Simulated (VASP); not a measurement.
Output of a VASP run:

File OSZICAR:
```
       N       E                     dE             d eps       ncg     rms          rms(c)
DAV:   1     0.362229010320E+03    0.36223E+03   -0.18531E+04   520   0.153E+03
DAV:   2     0.387154986133E+02   -0.32351E+03   -0.31691E+03   616   0.306E+02
DAV:   3    -0.190683227321E+01   -0.40622E+02   -0.40406E+02   594   0.122E+02
DAV:   4    -0.357336079190E+01   -0.16665E+01   -0.16576E+01   668   0.290E+01
DAV:   5    -0.362355668184E+01   -0.50196E-01   -0.50178E-01   814   0.461E+00    0.422E+00
DAV:   6    -0.338684686600E+01    0.23671E+00   -0.43810E-01   648   0.357E+00    0.273E+00
DAV:   7    -0.336203357843E+01    0.24813E-01   -0.28732E-01   672   0.225E+00    0.894E-01
DAV:   8    -0.336368809137E+01   -0.16545E-02   -0.36087E-02   608   0.135E+00    0.266E-01
DAV:   9    -0.336355277891E+01    0.13531E-03   -0.20810E-03   680   0.351E-01    0.104E-01
DAV:  10    -0.336369396661E+01   -0.14119E-03   -0.51211E-04   706   0.127E-01    0.444E-02
DAV:  11    -0.336370356583E+01   -0.95992E-05   -0.15637E-04   664   0.916E-02    0.243E-02
DAV:  12    -0.336370341039E+01    0.15544E-06   -0.14786E-05   630   0.222E-02    0.172E-02
DAV:  13    -0.336370270600E+01    0.70439E-06   -0.62209E-07   682   0.557E-03    0.637E-03
DAV:  14    -0.336370223956E+01    0.46643E-06   -0.10006E-06   680   0.770E-03    0.120E-03
DAV:  15    -0.336370222977E+01    0.97884E-08   -0.18211E-07   486   0.267E-03
   1 F= -.33637022E+01 E0= -.33636973E+01  d E =-.976917E-05
```

### OUTCAR
```
------------------------ aborting loop because EDIFF is reached ----------------------------------------
  FORCE on cell =-STRESS in cart. coord.  units (eV):
  Direction    XX          YY          ZZ          XY          YZ          ZX
  --------------------------------------------------------------------------------------
  Total        0.8168506      0.8168506      0.8168506      0.0000000     -0.0000000      0.0000000
  in kB        5.6387344      5.6387344      5.6387344      0.0000000     -0.0000000      0.0000000
  external PRESSURE =       5.6387344 kB  Pullay stress =       0.0000000 kB
  volume of cell :      232.10
      direct lattice vectors                 reciprocal lattice vectors
     6.145499454  0.000000000  0.000000000     0.162720704  0.000000000  0.000000000
     0.000000000  6.145499454  0.000000000     0.000000000  0.162720704  0.000000000
     0.000000000  0.000000000  6.145499454     0.000000000  0.000000000  0.162720704
 POSITION                                       TOTAL-FORCE (eV/Angst)
 -----------------------------------------------------------------------------------
      0.00000      0.00000      0.00000         0.000000      0.000000      0.000000
      3.07275      3.07275      3.07275         0.000000      0.000000      0.000000
      3.07275      0.00000      3.07275         0.000000      0.000000      0.000000
      0.00000      3.07275      3.07275         0.000000      0.000000      0.000000
      3.07275      3.07275      0.00000         0.000000      0.000000      0.000000
 -----------------------------------------------------------------------------------
    total drift:                                0.000000     -0.000000     -0.000000
  FREE ENERGIE OF THE ION-ELECTRON SYSTEM (eV)
  ---------------------------------------------------
  free  energy   TOTEN  =        -3.3637022298 eV

  energy  without entropy=       -3.3636924606  energy(sigma->0) =       -3.36369735
```
(Selected blocks of OUTCAR.)

**POSCAR**
```
CsSnI3
1
    6.1454994543     0.0000000000     0.0000000000
    0.0000000000     6.1454994543     0.0000000000
    0.0000000000     0.0000000000     6.1454994543
Cs Sn I
1 1 3
Direct
  0.0000000000   0.0000000000   0.0000000000
  0.5000000000   0.5000000000   0.5000000000
  0.5000000000   0.0000000000   0.5000000000
  0.0000000000   0.5000000000   0.5000000000
  0.5000000000   0.5000000000   0.0000000000
```

Q: Write an INCAR and KPOINTS that could have produced this output.

A: Several could match; the one computed here: the input of the run itself, rev-vdW-DF2, plane waves, VASP's PBE PAW potentials (set 64).

INCAR:
```
GGA = MK
SIGMA = 0.05   ! width (eV)
ISIF = 2
LCHARG = .False.
PREC = Accurate
ALGO = Normal   ! blocked Davidson
LUSE_VDW = .True.
LMAXMIX = 4
ZAB_VDW = -1.8867
PARAM2 = 0.7114
LREAL = .False.   ! projection in real space or not
ENCUT = 520   ! plane-wave cut-off (eV)
LASPH = .True.
ISMEAR = 0   ! Gaussian
NELM = 100
LWAVE = .False.
PARAM1 = 0.1234568
SYSTEM = CsSnI3
EDIFF = 1E-7   ! SCF stop (eV)
AGGAC = 0.0
```

### KPOINTS
```
Automatic mesh
0
Gamma
4 4 4
0 0 0
```

POTCAR, in this order: Cs_sv Sn_d I (PBE.64 set). Program: vasp_std.

The compound is CsSnI3 in the cubic perovskite structure, the ideal cubic form; the compound distorts at low or room temperature. This cell is one point of a volume scan, at 0.97 of the reference volume.
